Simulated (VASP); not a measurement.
Level of theory: PBEsol GGA, VASP's PBE PAW potentials (set 64) (plane waves; VASP).

VASP input:

### KPOINTS
```
Automatic mesh
0
Gamma
9 9 9
0 0 0
```

### INCAR
```
SYSTEM = CdSe
PREC = Accurate
ENCUT = 500
EDIFF = 1E-6
NELM = 100
ALGO = Normal
LREAL = .FALSE.
LASPH = .TRUE.
ISMEAR = 0
SIGMA = 0.05
GGA = PS
LMAXMIX = 4
LWAVE = .FALSE.
LCHARG = .FALSE.
IBRION = 2
ISIF = 3
NSW = 40
EDIFFG = -0.02
PSTRESS = 450
```

File POSCAR:
```
CdSe
1
   -0.0000000000     2.6974518257     2.6974518257
    2.6974518257     0.0000000000     2.6974518257
    2.6974518257     2.6974518257     0.0000000000
Cd Se
1 1
Direct
  0.0000000000   0.0000000000   0.0000000000
  0.2500000000   0.2500000000   0.2500000000
```

POTCAR, in this order: Cd Se (PBE.64 set). Program: vasp_std.

The run wrote:

### OUTCAR
```
 ion  position               nearest neighbor table
   1  0.000  0.000  0.000-   2 2.34   2 2.34   2 2.34   2 2.34
   2  0.250  0.250  0.250-   1 2.34   1 2.34   1 2.34   1 2.34
  LATTYP: Found a face centered cubic cell.
 ALAT       =     5.3949036514
 Subroutine PRICEL returns:
 Original cell was already a primitive cell.
 Subroutine GETGRP returns: Found 24 space group operations
The static configuration has the point symmetry T_d .
The dynamic configuration has the point symmetry T_d .
 Subroutine INISYM returns: Found 24 space group operations
 Subroutine IBZKPT returns following result:
 Found     35 irreducible k-points:

 Following reciprocal coordinates:
            Coordinates               Weight
  0.000000  0.000000  0.000000      1.000000
  0.111111  0.000000  0.000000      8.000000
  0.222222  0.000000  0.000000      8.000000
  0.333333  0.000000  0.000000      8.000000
  0.444444  0.000000  0.000000      8.000000
  0.111111  0.111111  0.000000      6.000000
  0.222222  0.111111  0.000000     24.000000
  0.333333  0.111111  0.000000     24.000000
  0.444444  0.111111  0.000000     24.000000
...
```

File OSZICAR:
```
       N       E                     dE             d eps       ncg     rms          rms(c)
DAV:   1     0.116465822704E+03    0.11647E+03   -0.94508E+03   918   0.128E+03
DAV:   2    -0.933383737833E+00   -0.11740E+03   -0.11272E+03  1045   0.307E+02
DAV:   3    -0.489466509902E+01   -0.39613E+01   -0.39526E+01  1090   0.604E+01
DAV:   4    -0.490935199576E+01   -0.14687E-01   -0.14685E-01  1005   0.370E+00
DAV:   5    -0.490941935187E+01   -0.67356E-04   -0.67356E-04  1040   0.227E-01    0.149E+01
DAV:   6    -0.449980044785E+01    0.40962E+00   -0.73873E-01  1230   0.162E+01    0.103E+01
DAV:   7    -0.445819710512E+01    0.41603E-01   -0.31368E-01   985   0.508E+00    0.283E+00
DAV:   8    -0.445478605329E+01    0.34111E-02   -0.39607E-02   960   0.338E+00    0.376E-01
DAV:   9    -0.445434538940E+01    0.44066E-03   -0.40357E-03   995   0.958E-01    0.129E-01
DAV:  10    -0.445434556336E+01   -0.17396E-06   -0.18233E-04  1005   0.218E-01    0.354E-02
DAV:  11    -0.445435370838E+01   -0.81450E-05   -0.20124E-05   980   0.406E-02    0.844E-03
DAV:  12    -0.445435368455E+01    0.23829E-07   -0.21310E-06   975   0.255E-02
   1 F= 0.65710124E+01 E0= 0.65710124E+01  d E =0.657101E+01
```

### OUTCAR
```
------------------------ aborting loop because EDIFF is reached ----------------------------------------
  FORCE on cell =-STRESS in cart. coord.  units (eV):
  Direction    XX          YY          ZZ          XY          YZ          ZX
  --------------------------------------------------------------------------------------
  Total       11.0382601     11.0382601     11.0382601      0.0000000     -0.0000000      0.0000000
  in kB      450.5262671    450.5262671    450.5262671      0.0000000     -0.0000000      0.0000000
  external PRESSURE =       0.5262671 kB  Pullay stress =     450.0000000 kB
  volume of cell :       39.25
      direct lattice vectors                 reciprocal lattice vectors
     0.000000000  2.697451826  2.697451826    -0.185360122  0.185360122  0.185360122
     2.697451826  0.000000000  2.697451826     0.185360122 -0.185360122  0.185360122
     2.697451826  2.697451826  0.000000000     0.185360122  0.185360122 -0.185360122
  FREE ENERGIE OF THE ION-ELECTRON SYSTEM (eV)
  ---------------------------------------------------
  free  energy   TOTEN  =        -4.4543536846 eV

  energy  without entropy=       -4.4543536846  energy(sigma->0) =       -4.45435368
  enthalpy is  TOTEN    =         6.5710124063 eV   P V=       11.0253660909

 reached required accuracy - stopping structural energy minimisation
```
(Selected blocks of OUTCAR.)

The structure was generated: CdSe was put into the zinc blende type (F-43m), which need not be its known phase. It was relaxed first under an external pressure of 45 GPa.
